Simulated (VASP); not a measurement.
Here is the system:

```xyz
2
Lattice="0.0000 2.4672 2.4672 2.4672 0.0000 2.4672 2.4672 2.4672 0.0000" Properties=species:S:1:pos:R:3 pbc="T T T"
B      0.0000     0.0000     0.0000
As     1.2336     1.2336     1.2336
```

The numbers are results of revPBE GGA, VASP's PBE PAW potentials (set 64) (plane waves; VASP 6.6.1), not measurements. Run with 520 eV cut-off, 9×9×9 Γ-centred mesh, Gaussian smearing of 0.050 eV, potentials B As.

**Question.** Give the stress tensor in GPa (positive for a compressed cell).

**Answer.** 
```
-6.54   0.00   0.00
 0.00  -6.54   0.00
 0.00   0.00  -6.54
```
The pressure is its mean diagonal, -6.54 GPa.

The compound is BAs in the zinc blende structure. This cell is one point of a volume scan, at 1.06 of the reference volume.
